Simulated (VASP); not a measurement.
An input for Ansatz (written as the equivalent of a VASP run, and not itself run):

Ansatz 0.2 input:
```yaml
crystal:
  lattice:
    - [3.4293680, 0.0000000, 0.0000000]
    - [-1.7146840, 2.9699154, 0.0000000]
    - [0.0000000, 0.0000000, 6.6700688]
  atoms:
    - { symbol: Si, position: [0.0000000, 0.0000000, 0.0000000] }
    - { symbol: Si, position: [0.0000000, 0.0000000, 0.5000000] }
    - { symbol: Sn, position: [0.3333330, 0.6666670, 0.2500000] }
    - { symbol: Sn, position: [0.6666670, 0.3333330, 0.7500000] }
kpoints:
  mp_grid: { grid: [10, 10, 5] }
hamiltonian:
  xc: pbesol
  pseudopotentials: { kind: paw }
scf:
  occupations: { method: methfessel_paxton, width: 0.1 }
  max_iter: 100
relax:
  max_steps: 40
  f_tol: 0.02
  cell: { p_target: 45 }
output: { forces: true, stress: true, eigenvalues: true }
```

### Question
Translate this input to VASP (INCAR, KPOINTS, POSCAR, choice of POTCAR).

### Answer
One answer among several that fit: 
KPOINTS:
```
kpoints
0
gamma
 10 10 5
0 0 0
```

### POSCAR
```
SiSn
1
    3.4293679898     0.0000000000     0.0000000000
   -1.7146839949     2.9699154309     0.0000000000
    0.0000000000     0.0000000000     6.6700688498
Si Sn
2 2
Direct
  0.0000000000   0.0000000000   0.0000000000
  0.0000000000   0.0000000000   0.5000000000
  0.3333330000   0.6666670000   0.2500000000
  0.6666670000   0.3333330000   0.7500000000
```

**INCAR**
```
SYSTEM=SiSn
PREC=Accurate; ENCUT=500; LREAL=.FALSE.
LASPH=.TRUE.
EDIFF=1E-6; NELM=100; ALGO=Normal
LMAXMIX=4
ISMEAR=1; SIGMA=0.1
GGA=PS
IBRION=2; NSW=40; ISIF=3
EDIFFG=-0.02; PSTRESS=450
LWAVE=.FALSE.; LCHARG=.FALSE.
```

POTCAR, in this order: Si Sn_d (PBE.64 set). Program: vasp_std.

The two are equivalent in intent, not identical: each code has its own PAW files, so the cut-off isn't converted (ENCUT is set for VASP's; basis.ecutwfc is left out, and Ansatz then takes the one that its files recommend); Ansatz stops its SCF on the density residual and VASP on the energy change (EDIFF).

The structure was generated: SiSn was put into the NiAs type type (P6_3/mmc), which need not be its known phase. This run relaxes it under an external pressure of 45 GPa. Symmetry was kept, so distortions that lower it aren't found.
